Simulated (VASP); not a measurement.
VASP input:

File POSCAR:
```
HoAs
1
    4.5070820000     0.0000000000     0.0000000000
   -2.2535410000     3.9032480000     0.0000000000
    0.0000000000     0.0000000000     7.3815600000
Ho As
2 2
Direct
  0.6666670000   0.3333330000   0.0000000000
  0.3333330000   0.6666670000   0.5000000000
  0.6666670000   0.3333330000   0.6252000000
  0.3333330000   0.6666670000   0.1252000000
```

INCAR:
```
SYSTEM = HoAs
PREC = Accurate
ENCUT = 400
EDIFF = 1E-6
NELM = 60
ALGO = Normal
LREAL = .FALSE.
LASPH = .TRUE.
ISMEAR = 0
SIGMA = 0.05
GGA = PE
LMAXMIX = 6
LWAVE = .FALSE.
LCHARG = .FALSE.
ISIF = 2
IMIX = 1
AMIX = 1.5
BMIX = 0.0001
```

### KPOINTS
```
Automatic mesh
0
Gamma
4 4 3
0 0 0
```

POTCAR, in this order: Ho_3 As (PBE.64 set). Program: vasp_std.

What VASP printed:

**standard output**
```
...
DAV:  21    -0.720990153621E+04   -0.81834E+03   -0.64746E+04   390   0.189E+03    0.865E+03
DAV:  22    -0.633689903479E+04    0.87300E+03   -0.51646E+04   440   0.863E+02    0.871E+03
DAV:  23    -0.718328063281E+04   -0.84638E+03   -0.64881E+04   400   0.191E+03    0.876E+03
DAV:  24    -0.642032330507E+04    0.76296E+03   -0.52217E+04   434   0.792E+02    0.864E+03
DAV:  25    -0.724563707557E+04   -0.82531E+03   -0.65203E+04   398   0.192E+03    0.858E+03
DAV:  26    -0.642916971084E+04    0.81647E+03   -0.52470E+04   440   0.840E+02    0.848E+03
DAV:  27    -0.722785853013E+04   -0.79869E+03   -0.64885E+04   398   0.198E+03    0.843E+03
DAV:  28    -0.641131126217E+04    0.81655E+03   -0.51863E+04   440   0.841E+02    0.858E+03
DAV:  29    -0.724486792000E+04   -0.83356E+03   -0.64926E+04   382   0.194E+03    0.866E+03
DAV:  30    -0.635624081288E+04    0.88863E+03   -0.51777E+04   450   0.920E+02    0.850E+03
DAV:  31    -0.726854973798E+04   -0.91231E+03   -0.65813E+04   408   0.192E+03    0.843E+03
DAV:  32    -0.642726576347E+04    0.84128E+03   -0.52273E+04   436   0.881E+02    0.839E+03
DAV:  33    -0.716543090937E+04   -0.73817E+03   -0.64184E+04   386   0.197E+03    0.836E+03
DAV:  34    -0.634194047964E+04    0.82349E+03   -0.51025E+04   440   0.888E+02    0.837E+03
DAV:  35    -0.721653543864E+04   -0.87459E+03   -0.65030E+04   382   0.196E+03    0.838E+03
DAV:  36    -0.634214950692E+04    0.87439E+03   -0.51218E+04   436   0.889E+02    0.859E+03
DAV:  37    -0.722295042469E+04   -0.88080E+03   -0.65244E+04   386   0.192E+03    0.870E+03
DAV:  38    -0.640403980653E+04    0.81891E+03   -0.52033E+04   442   0.856E+02    0.851E+03
DAV:  39    -0.716203038892E+04   -0.75799E+03   -0.64093E+04   370   0.198E+03    0.840E+03
DAV:  40    -0.627733200333E+04    0.88470E+03   -0.51043E+04   432   0.872E+02    0.859E+03
DAV:  41    -0.706701465505E+04   -0.78968E+03   -0.63461E+04   370   0.196E+03    0.867E+03
DAV:  42    -0.623368981015E+04    0.83332E+03   -0.51010E+04   438   0.901E+02    0.853E+03
DAV:  43    -0.712828354740E+04   -0.89459E+03   -0.64468E+04   378   0.194E+03    0.847E+03
DAV:  44    -0.631171752884E+04    0.81657E+03   -0.51183E+04   436   0.860E+02    0.860E+03
DAV:  45    -0.711360509866E+04   -0.80189E+03   -0.63757E+04   368   0.187E+03    0.867E+03
DAV:  46    -0.628634438764E+04    0.82726E+03   -0.51719E+04   444   0.900E+02    0.846E+03
DAV:  47    -0.718070428540E+04   -0.89436E+03   -0.64648E+04   378   0.191E+03    0.835E+03
DAV:  48    -0.628716977647E+04    0.89353E+03   -0.51142E+04   442   0.905E+02    0.855E+03
DAV:  49    -0.714537862055E+04   -0.85821E+03   -0.64611E+04   386   0.198E+03    0.865E+03
DAV:  50    -0.629950160349E+04    0.84588E+03   -0.51274E+04   428   0.876E+02    0.881E+03
DAV:  51    -0.712154907472E+04   -0.82205E+03   -0.64026E+04   384   0.198E+03    0.889E+03
DAV:  52    -0.631039816714E+04    0.81115E+03   -0.51484E+04   446   0.852E+02    0.867E+03
DAV:  53    -0.714705382782E+04   -0.83666E+03   -0.64269E+04   378   0.195E+03    0.857E+03
DAV:  54    -0.625283625572E+04    0.89422E+03   -0.50828E+04   438   0.873E+02    0.874E+03
DAV:  55    -0.712238152552E+04   -0.86955E+03   -0.64267E+04   400   0.196E+03    0.882E+03
DAV:  56    -0.627540223132E+04    0.84698E+03   -0.51304E+04   434   0.889E+02    0.864E+03
DAV:  57    -0.711668220975E+04   -0.84128E+03   -0.64182E+04   386   0.200E+03    0.855E+03
DAV:  58    -0.634634979267E+04    0.77033E+03   -0.51518E+04   448   0.888E+02    0.848E+03
DAV:  59    -0.724171411291E+04   -0.89536E+03   -0.65387E+04   386   0.201E+03    0.844E+03
DAV:  60    -0.638827940428E+04    0.85343E+03   -0.51509E+04   442   0.913E+02

 -----------------------------------------------------------------------------
|                                                                             |
|           W    W    AA    RRRRR   N    N  II  N    N   GGGG   !!!           |
|           W    W   A  A   R    R  NN   N  II  NN   N  G    G  !!!           |
|           W    W  A    A  R    R  N N  N  II  N N  N  G       !!!           |
|           W WW W  AAAAAA  RRRRR   N  N N  II  N  N N  G  GGG   !            |
|           WW  WW  A    A  R   R   N   NN  II  N   NN  G    G                |
|           W    W  A    A  R    R  N    N  II  N    N   GGGG   !!!           |
|                                                                             |
|     The electronic self-consistency was not achieved in the given           |
|     number of steps (NELM). The forces and other quantities evaluated       |
|     might not be reliable so examine the results carefully. If you find     |
|     spurious results, we suggest increasing NELM, if you were close to      |
|     convergence or switching to a different ALGO or adjusting the           |
|     density mixing parameters otherwise.                                    |
|                                                                             |
 -----------------------------------------------------------------------------

   1 F= -.63882794E+04 E0= -.63882750E+04  d E =-.888733E-02
```

### OUTCAR
```
------------------------ aborting loop EDIFF was not reached (unconverged)  ----------------------------
  FORCE on cell =-STRESS in cart. coord.  units (eV):
  Direction    XX          YY          ZZ          XY          YZ          ZX
  --------------------------------------------------------------------------------------
  Total     1632.2615000   1632.2619107   1544.6095303      0.0000000      0.0000000      0.0000000
  in kB    20138.6595410  20138.6646082  19057.2193579      0.0000000      0.0000000      0.0000000
  external PRESSURE =   19778.1811691 kB  Pullay stress =       0.0000000 kB
  volume of cell :      129.86
      direct lattice vectors                 reciprocal lattice vectors
     4.507082000  0.000000000  0.000000000     0.221873043  0.128098445  0.000000000
    -2.253541000  3.903248000  0.000000000     0.000000000  0.256196890  0.000000000
     0.000000000  0.000000000  7.381560000     0.000000000  0.000000000  0.135472719
 POSITION                                       TOTAL-FORCE (eV/Angst)
 -----------------------------------------------------------------------------------
      2.25354      1.30108      0.00000        -0.000000      0.000000    -14.515040
     -0.00000      2.60217      3.69078        -0.000000      0.000000    -14.515040
      2.25354      1.30108      4.61495         0.000000     -0.000000     14.515040
     -0.00000      2.60217      0.92417        -0.000000      0.000000     14.515040
 -----------------------------------------------------------------------------------
    total drift:                                0.000033     -0.000019    -19.288482
  FREE ENERGIE OF THE ION-ELECTRON SYSTEM (eV)
  ---------------------------------------------------
  free  energy   TOTEN  =     -6388.2794042828 eV

  energy  without entropy=    -6388.2705169483  energy(sigma->0) =    -6388.27496062
```
(Selected blocks of OUTCAR.)

Question: From input and log, find the fault in this run and mend it.

Answer: The cause: simple mixing (IMIX = 1) with AMIX above 1 overshoots. Convergence was not reached. Against the sound run, the energy per atom (σ→0) drops by 1591.448 eV/atom; the pressure rises by 1976.66 GPa; the largest force increases by 14.372 eV/Å. To mend it, remove IMIX, remove AMIX, remove BMIX.

The mended run (PBE GGA, plane waves, VASP's PBE PAW potentials (set 64)) converges, and its OSZICAR ends with
```
   1 F= -.22484767E+02 E0= -.22484767E+02  d E =-.685089E-18
```

The structure was generated: HoAs was put into the wurtzite type (P6_3mc), which need not be its known phase. The cell was not relaxed at this level. The 4f electrons are frozen in the core of the lanthanide potential, so 4f levels, which can set the real gap, and their magnetism are missing.
